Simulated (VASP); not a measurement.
Here is the system:

```yaml
crystal:
  lattice:
    - [0.00000, 3.16447, 3.16447]
    - [3.16447, 0.00000, 3.16447]
    - [3.16447, 3.16447, 0.00000]
  atoms:
    - { symbol: Tl, position: [0.00000, 0.00000, 0.00000] }
    - { symbol: Cl, position: [0.50000, 0.50000, 0.50000] }
```

Calculation: PBEsol GGA, VASP's PBE PAW potentials (set 64) (plane waves; VASP 6.6.1). Run with 400 eV cut-off, 9×9×9 Γ-centred mesh, Gaussian smearing of 0.010 eV, potentials Tl_d Cl.

Problem. What does the run give for the energy per atom (σ→0)?

Solution. 
```
Property                            Value
---------------------  ------------------
energy per atom (σ→0)  -312.3 kJ/mol-atom
```

The structure comes from a computed database's TlCl entry (Fm-3m); how it stands against other phases isn't given here. It was relaxed first, which changed the volume by -5 %.
